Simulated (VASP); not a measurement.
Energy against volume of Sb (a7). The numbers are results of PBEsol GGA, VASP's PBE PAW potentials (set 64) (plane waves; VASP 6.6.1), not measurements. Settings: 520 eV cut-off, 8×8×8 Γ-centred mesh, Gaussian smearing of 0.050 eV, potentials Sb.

Shape and ions are relaxed at each volume.

```csv
V (Å³/atom),E (eV/atom)
29.044,-4.55800
29.942,-4.56155
30.840,-4.55779
31.738,-4.54835
```

### Question
Fit these four points and predict the energy of the run at 28.145 Å³/atom.

### Answer
A cubic in V^(−2/3), the third-order Birch-Murnaghan form, passes through the four points with V0 = 29.89 Å³/atom and B0 = 44 GPa, and gives -4.5451 eV/atom there. The run gave -4.5453 eV/atom, -0.2 meV/atom from the fit; all five points give B0 = 44 GPa.

The compound is Sb in the a7 structure. It was relaxed first.
